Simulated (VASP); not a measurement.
These are PBEsol GGA, VASP's PBE PAW potentials (set 64) (plane waves; VASP) values and carry that method's errors.

VASP input:

**KPOINTS**
```
K-points
0
Gamma
10 10 10
0 0 0
```

**POSCAR**
```
MgO
1
    0.0000000000     2.1050000000     2.1050000000
    2.1050000000     0.0000000000     2.1050000000
    2.1050000000     2.1050000000     0.0000000000
Mg O
1 1
Direct
  0.0000000000   0.0000000000   0.0000000000
  0.5000000000   0.5000000000   0.5000000000
```

**INCAR**
```
SYSTEM = MgO
PREC = Accurate
ENCUT = 650
EDIFF = 1E-7
NELM = 100
ALGO = Normal
LREAL = .FALSE.
LASPH = .TRUE.
ISMEAR = 0
SIGMA = 0.05
GGA = PS
LWAVE = .FALSE.
LCHARG = .FALSE.
IBRION = 6
ISIF = 3
NFREE = 2
POTIM = 0.015
NSW = 1
```

POTCAR, in this order: Mg O (PBE.64 set). Program: vasp_std.

The run wrote:

OUTCAR:
```


   1 f  =   11.748193 THz    73.816076 2PiTHz  391.877549 cm-1    48.586602 meV

   2 f  =   11.748193 THz    73.816076 2PiTHz  391.877549 cm-1    48.586602 meV

   3 f  =   11.748193 THz    73.816076 2PiTHz  391.877549 cm-1    48.586602 meV

   4 f/i=    0.010013 THz     0.062913 2PiTHz    0.333997 cm-1     0.041410 meV

   5 f/i=    0.010013 THz     0.062913 2PiTHz    0.333997 cm-1     0.041410 meV

   6 f/i=    0.010013 THz     0.062913 2PiTHz    0.333997 cm-1     0.041410 meV

 ELASTIC MODULI CONTR FROM IONIC RELAXATION (kBar)
 Direction    XX          YY          ZZ          XY          YZ          ZX
 --------------------------------------------------------------------------------
 XX           0.0000      0.0000      0.0000      0.0000      0.0000      0.0000
 YY           0.0000      0.0000      0.0000      0.0000      0.0000      0.0000
 ZZ           0.0000      0.0000      0.0000      0.0000      0.0000      0.0000
 XY           0.0000      0.0000      0.0000      0.0000      0.0000      0.0000
 YZ           0.0000      0.0000      0.0000      0.0000      0.0000      0.0000
 ZX           0.0000      0.0000      0.0000      0.0000      0.0000      0.0000
 --------------------------------------------------------------------------------

 TOTAL ELASTIC MODULI (kBar)
 Direction    XX          YY          ZZ          XY          YZ          ZX
 --------------------------------------------------------------------------------
 XX        3000.8556    914.5548    914.5548     -0.0000      0.0000     -0.0000
 YY         914.5548   3000.8556    914.5548      0.0000     -0.0000     -0.0000
 ZZ         914.5548    914.5548   3000.8556      0.0000     -0.0000     -0.0000
 XY          -0.0000      0.0000      0.0000   1463.4692      0.0000      0.0000
 YZ           0.0000     -0.0000     -0.0000      0.0000   1463.4692      0.0000
 ZX          -0.0000     -0.0000     -0.0000      0.0000      0.0000   1463.4692
 --------------------------------------------------------------------------------
```
(Selected blocks of OUTCAR.)

The compound is MgO in the rock salt structure. The cell was not relaxed at this level.
